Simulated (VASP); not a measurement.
# ZnCd2SeS2 (I-4m2) in VASP: relaxation of cell and atoms with PBE

Aim: the relaxation of cell and atoms of ZnCd2SeS2 with PBE.

Program: VASP 6.6.1. These are calculated values, not measurements. Logs are shortened: lines on timing, memory, paths and dates and some standing lists are left out, and cuts for length are marked.

## (1) The crystal as given

Symmetry: I-4m2, No. 119, tetragonal system. The conventional cell has a = 4.142 Å, b = 4.142 Å, c = 17.750 Å, α = 90.00°, β = 90.00°, γ = 90.00°. Zn (site symmetry -4m2) has 4 S at 2.41 Å as nearest neighbours. Cd (site symmetry 2mm) is surrounded by 2 S at 2.58 Å and 2 Se at 2.66 Å. Se (site symmetry -4m2) is surrounded by 4 Cd at 2.66 Å. S (site symmetry 2mm) has 2 Zn at 2.41 Å and 2 Cd at 2.58 Å as nearest neighbours.

The cell was built by a generator and needn't be a form met in nature.

## (2) Relaxation of cell and atoms, PBE

File INCAR:

```
PREC     = Accurate       # precision mode
ENCUT    = 520            # plane-wave cutoff, eV
EDIFF    = 1E-6           # SCF threshold, eV
ISMEAR   = 0              # smearing method
SIGMA    = 0.03           # smearing width, eV
LREAL    = F              # projectors in reciprocal space
LASPH    = T              # aspherical terms in the spheres
NELM     = 120            # most SCF steps
ALGO     = Normal         # electronic algorithm
ISIF     = 3              # what is computed and relaxed
LWAVE    = F              # write WAVECAR
LCHARG   = F              # write CHGCAR
GGA      = PE             # functional
IBRION   = 2              # ionic algorithm
NSW      = 90             # ionic steps
EDIFFG   = -0.01          # ionic threshold
KPAR     = 4
```

File KPOINTS:

```
Automatic mesh
0
Gamma
  8 8 8
```

File POSCAR:

```
ZnCd2SeS2
1.0
   -2.0710000000      2.0710000000      8.8750000000
    2.0710000000     -2.0710000000      8.8750000000
    2.0710000000      2.0710000000     -8.8750000000
Zn Cd Se S
1 2 1 2
Direct
    0.0000000000      0.0000000000      0.0000000000
    0.3441690100      0.3441690100      0.0000000000
    0.6558309900      0.6558309900      0.0000000000
    0.2500000000      0.7500000000      0.5000000000
    0.5694084500      0.0694084500      0.5000000000
    0.9305915500      0.4305915500      0.5000000000
```

Potentials or basis: VASP PAW PBE potentials, release 64 (Zn, Cd, Se, S).

On the command line:

```sh
cat potpaw_PBE.64/Zn/POTCAR potpaw_PBE.64/Cd/POTCAR potpaw_PBE.64/Se/POTCAR potpaw_PBE.64/S/POTCAR > POTCAR
mpirun -np 4 vasp_std > vasp.out
```

OUTCAR:

```text
PREC = Accurate
   ENCUT = 520
   EDIFF = 1E-6
   ISMEAR = 0
   LREAL = F
   LASPH = T
   NELM = 120
   ISIF = 3
   GGA = PE
   IBRION = 2
   NSW = 90
   EDIFFG = -0.01

 ion  position               nearest neighbor table
   1  0.000  0.000  0.000-   5 2.41   6 2.41   5 2.41   6 2.41
   2  0.344  0.344  0.000-   6 2.58   6 2.58   4 2.66   4 2.66
   3  0.656  0.656  0.000-   5 2.58   5 2.58   4 2.66   4 2.66
   4  0.250  0.750  0.500-   2 2.66   3 2.66   2 2.66   3 2.66
   5  0.569  0.069  0.500-   1 2.41   1 2.41   3 2.58   3 2.58
   6  0.931  0.431  0.500-   1 2.41   1 2.41   2 2.58   2 2.58

  LATTYP: Found a body centered tetragonal cell.
 ALAT       =     4.1420000000
 C/A-ratio  =     4.2853693868

  Lattice vectors:

 A1 = (  -2.0710000000,   2.0710000000,   8.8750000000)
 A2 = (   2.0710000000,  -2.0710000000,   8.8750000000)
 A3 = (   2.0710000000,   2.0710000000,  -8.8750000000)

Analysis of symmetry for initial positions (statically):
=====================================================================
 Subroutine PRICEL returns:
 Original cell was already a primitive cell.

 Routine SETGRP: Setting up the symmetry group for a
 body centered tetragonal supercell.

 Subroutine GETGRP returns: Found  8 space group operations
 (whereof  8 operations were pure point group operations)
 out of a pool of 16 trial point group operations.

The static configuration has the point symmetry D_2d.

Analysis of symmetry for dynamics (positions and initial velocities):
=====================================================================
 Subroutine PRICEL returns:
 Original cell was already a primitive cell.

 Routine SETGRP: Setting up the symmetry group for a
 body centered tetragonal supercell.

 Subroutine GETGRP returns: Found  8 space group operations
 (whereof  8 operations were pure point group operations)
 out of a pool of 16 trial point group operations.

The dynamic configuration has the point symmetry D_2d.

 Subroutine INISYM returns: Found  8 space group operations
 (whereof  8 operations are pure point group operations),
 and found     1 'primitive' translations

----------------------------------------------------------------------------------------

                                     Primitive cell

  volume of cell :     152.2610

  direct lattice vectors                    reciprocal lattice vectors
    -2.071000000  2.071000000  8.875000000     0.000000000  0.241429261  0.056338028
     2.071000000 -2.071000000  8.875000000     0.241429261  0.000000000  0.056338028
     2.071000000  2.071000000 -8.875000000     0.241429261  0.241429261  0.000000000

  length of vectors
     9.345785521  9.345785521  9.345785521     0.247915432  0.247915432  0.341432536

  position of ions in fractional coordinates (direct lattice)
     0.000000000  0.000000000  0.000000000
     0.344169010  0.344169010  0.000000000
     0.655830990  0.655830990  0.000000000
     0.250000000  0.750000000  0.500000000
     0.569408450  0.069408450  0.500000000
     0.930591550  0.430591550  0.500000000

  ion indices of the primitive-cell ions
   primitive index   ion index
                 1           1
                 2           2
                 3           3
                 4           4
                 5           5
                 6           6

----------------------------------------------------------------------------------------

 KPOINTS: Automatic mesh

Automatic generation of k-mesh.
 Grid dimensions read from file:
 generate k-points for:    8    8    8

 Generating k-lattice:

  Cartesian coordinates                     Fractional coordinates (reciprocal lattice)
     0.000000000  0.030178658  0.007042254     0.125000000 -0.000000000  0.000000000
     0.030178658  0.000000000  0.007042254    -0.000000000  0.125000000  0.000000000
     0.030178658  0.030178658  0.000000000     0.000000000  0.000000000  0.125000000

  Length of vectors
     0.030989429  0.030989429  0.042679067

  Shift w.r.t. Gamma in fractional coordinates (k-lattice)
     0.000000000  0.000000000  0.000000000

 Subroutine IBZKPT returns following result:
 ===========================================

 Found     59 irreducible k-points:

 Following reciprocal coordinates:
            Coordinates               Weight
  0.000000  0.000000  0.000000      1.000000
  0.125000 -0.000000  0.000000      8.000000
  0.250000 -0.000000  0.000000      8.000000
  0.375000 -0.000000  0.000000      8.000000
  0.500000 -0.000000  0.000000      4.000000
  0.125000  0.125000  0.000000      8.000000
[... 16 lines left out ...]
  0.250000  0.125000  0.125000     16.000000
  0.375000  0.125000  0.125000      8.000000
 [... further k-points ...]
   k-points           NKPTS =     59   k-points in BZ     NKDIM =     59   number of bands    NBANDS=     32
   number of dos      NEDOS =    301   number of ions     NIONS =      6
   total plane-waves  NPLWV = 343000
   dimension x,y,z NGX =    70 NGY =   70 NGZ =   70
   dimension x,y,z NGXF=   140 NGYF=  140 NGZF=  140
   ions per type =               1   2   1   2
   NGX,Y,Z   is equivalent  to a cutoff of  12.45, 12.45, 12.45 a.u.
   NGXF,Y,Z  is equivalent  to a cutoff of  24.90, 24.90, 24.90 a.u.
 SYSTEM =  unknown system
   PREC   = accura    normal or accurate (medium, high low for compatibility)
   ISTART =      0    job   : 0-new  1-cont  2-samecut
   ICHARG =      2    charge: 1-file 2-atom 10-const
   ISPIN  =      1    spin polarized calculation?
   LNONCOLLINEAR =      F non collinear calculations
   LSORBIT =      F    spin-orbit coupling
   LASPH  =      T    aspherical Exc in radial PAW
   ENCUT  =  520.0 eV  38.22 Ry    6.18 a.u.  17.38 17.38 17.38*2*pi/ulx,y,z
   NELM   =    120;   NELMIN=  2; NELMDL= -5     # of ELM steps
   EDIFF  = 0.1E-05   stopping-criterion for ELM
   LREAL  =      F    real-space projection
   EDIFFG = -.1E-01   stopping-criterion for IOM
   NSW    =     90    number of steps for IOM
   IBRION =      2    ionic relax: 0-MD 1-quasi-New 2-CG
   NFREE  =      1    steps in history (QN), initial steepest desc. (CG)
   ISIF   =      3    stress and relaxation
   ISYM   =      2    0-nonsym 1-usesym 2-fastsym
   POTIM  = 0.5000    time-step for ionic-motion
   TEBEG  =    0.0;   TEEND  =   0.0 temperature during run
   PSTRESS=    0.0 pullay stress
   NELECT =      54.0000    total number of electrons
   NUPDOWN=      -1.0000    fix difference up-down
   EMIN   =  10.00;   EMAX   =-10.00  energy-range for DOS
   EFERMI =   0.00;   METHOD = LEGACY
   ISMEAR =     0;   SIGMA  =   0.03  broadening in eV -4-tet -1-fermi 0-gaus
   EFERMI_NEDOS =   21; number of points for ismear=-14 and -15
   IALGO  =     38    algorithm
   IMIX   =      4    mixing-type and parameters
     AMIX     =   0.40;   BMIX     =  1.00
     AMIX_MAG =   1.60;   BMIX_MAG =  1.00
  volume/ion in A,a.u.               =      25.38       171.25
  Fermi-wavevector in a.u.,A,eV,Ry     =   1.158804  2.189822 18.270259  1.342826
  Thomas-Fermi vector in A             =   2.295402
   LORBIT       =      0    0 simple, 1 ext, 2 COOP (PROOUT), +10 PAW based schemes
   GGA     = PE    functional components
   LHFCALC =     F    Hartree Fock is set to
   AEXX    =    0.0000 exact exchange contribution
   IVDW    =     0    specifies the selected vdW correction
   LEPSILON=     F    determine dielectric tensor
   LRPA    =     F    only Hartree local field effects (RPA)
 conjugate gradient relaxation of ions
 non-spin polarized calculation
 Gauss-broadening in eV      SIGMA  =   0.03
  energy-cutoff  :      520.00
  volume of cell :      152.26
 maximum number of plane-waves:      4128
 NGX is ok and might be reduce to    70
   NGX = 35   NGY = 35   NGZ = 35

--------------------------------------- Ionic step        1  -------------------------------------------

 number of electron      54.0000007 magnetization

 Free energy of the ion-electron system (eV)
  ---------------------------------------------------
  ext. energy  EPLUGINS =         0.00000000
  ---------------------------------------------------
  free energy    TOTEN  =       -18.32309122 eV

  energy without entropy =      -18.32309122  energy(sigma->0) =      -18.32309122

------------------------ aborting loop because EDIFF is reached ----------------------------------------

  FORCE on cell =-STRESS in cart. coord.  units (eV):
  Direction    XX          YY          ZZ          XY          YZ          ZX
  --------------------------------------------------------------------------------------
  -------------------------------------------------------------------------------------
  Total       -0.4711793     -0.4711793     -0.3775343      0.0000000     -0.0000000     -0.0000000
  in kB       -4.9580190     -4.9580190     -3.9726329      0.0000000     -0.0000000     -0.0000000
  external PRESSURE =      -4.6295570 kB  Pullay stress =       0.0000000 kB
[... 225 lines left out ...]
  energy  without entropy=      -18.3253741853  energy(sigma->0) =      -18.32537419

--------------------------------------- Ionic step        7  -------------------------------------------

 number of electron      54.0000007 magnetization

 Free energy of the ion-electron system (eV)
  ---------------------------------------------------
  ext. energy  EPLUGINS =         0.00000000
  ---------------------------------------------------
  free energy    TOTEN  =       -18.32542620 eV

  energy without entropy =      -18.32542620  energy(sigma->0) =      -18.32542620

 E-fermi :   1.2836     XC(G=0):  -9.0233

 val. band max:        1.1622506648   @ k =   0.0000   0.0000   0.0000
 cond. band min:       2.0924735592   @ k =   0.0000   0.0000   0.0000
 fundamental gap:      0.9302228944
 Fermi energy:         1.2835990947

 k-point     1 :       0.0000    0.0000    0.0000
  band No.  band energies     occupation
      1     -11.3968      2.00000
      2     -10.9028      2.00000
      3     -10.7376      2.00000
      4      -6.5320      2.00000
      5      -6.5320      2.00000
      6      -6.5177      2.00000
[... 829 lines left out ...]
     31       6.1223      0.00000
     32       6.3117      0.00000

 [... further k-points ...]

------------------------ aborting loop because EDIFF is reached ----------------------------------------

  FORCE on cell =-STRESS in cart. coord.  units (eV):
  Direction    XX          YY          ZZ          XY          YZ          ZX
  --------------------------------------------------------------------------------------
  -------------------------------------------------------------------------------------
  Total        0.0180990      0.0180990      0.0434109      0.0000000      0.0000000     -0.0000000
  in kB        0.1921552      0.1921552      0.4608888      0.0000000      0.0000000     -0.0000000
  external PRESSURE =       0.2817331 kB  Pullay stress =       0.0000000 kB
[... 21 lines left out ...]
  FREE ENERGIE OF THE ION-ELECTRON SYSTEM (eV)
  ---------------------------------------------------
  free  energy   TOTEN  =       -18.3254262049 eV

  energy  without entropy=      -18.3254262049  energy(sigma->0) =      -18.32542620

 reached required accuracy - stopping structural energy minimisation
```

Run time: 12 min. Hardware: 4 MPI ranks of Intel Xeon 6975P-C (Granite Rapids), shared host; peak memory 1 GiB.

Results:

| Quantity | Value |
| --- | --- |
| Free energy | -18.3254 eV |
| Relaxed volume | 25.15 Å³/atom |
| Relaxed cell | a = 9.341 Å, b = 9.341 Å, c = 9.341 Å, α = 154.49°, β = 154.49°, γ = 36.38° |
| Space group after relaxing (to 0.05 Å) | I-4m2 (No. 119) |
| Energy gained by relaxing | 0.4 meV/atom |
| Ionic steps | 7 |
| Pressure after relaxing | 0.0 GPa |
| Largest force after relaxing | 0.009 eV/Å |
| Band gap on the k mesh | 0.93 eV, direct |

Forces on the atoms (eV/Å):
```
Zn   0.000  0.000  0.000
Cd   0.000  0.000 -0.009
Cd   0.000  0.000  0.009
Se   0.000  0.000  0.000
S    0.000  0.000 -0.005
S    0.000  0.000  0.005
```

Step by step:
| step | energy change (eV) | largest force (eV/Å) | pressure (GPa) | volume (Å³) |
| --- | --- | --- | --- | --- |
| 1 | 0.0000 | 0.0463 | -0.46 | 152.26 |
| 2 | -0.0020 | 0.0206 | 0.10 | 150.65 |
| 3 | -0.0021 | 0.0249 | 0.03 | 150.89 |
| 4 | -0.0021 | 0.0251 | 0.02 | 150.92 |
| 5 | -0.0022 | 0.0150 | 0.00 | 150.93 |
| 6 | -0.0023 | 0.0178 | -0.02 | 150.97 |
| 7 | -0.0023 | 0.0085 | 0.03 | 150.91 |

Final structure:
```
Zn Cd Se S
1.0
    -2.06190    2.06190    8.87398
     2.06190   -2.06190    8.87398
     2.06190    2.06190   -8.87398
Zn Cd Se S
1 2 1 2
Direct
  0.00000 0.00000 0.00000
  0.34410 0.34410 0.00000
  0.65590 0.65590 0.00000
  0.25000 0.75000 0.50000
  0.56977 0.06977 0.50000
  0.93023 0.43023 0.50000
```

Levels at points of the mesh, in eV from the valence-band top:
```csv
k point,band 24,band 25,band 26,band 27,band 28,band 29,band 30,band 31
"(0.00, 0.00, 0.00)",-1.17,-0.25,0.00,0.00,0.93,3.51,3.67,4.00
"(0.50, 0.00, 0.00)",-1.37,-0.89,-0.85,-0.24,2.60,3.53,3.61,5.79
"(0.50, 0.50, 0.00)",-2.23,-2.20,-1.87,-1.77,3.31,3.82,4.44,4.51
"(0.50, 0.50, 0.50)",-0.75,-0.75,-0.32,-0.32,2.57,2.66,3.46,3.78
```

A k mesh can miss the band edges.
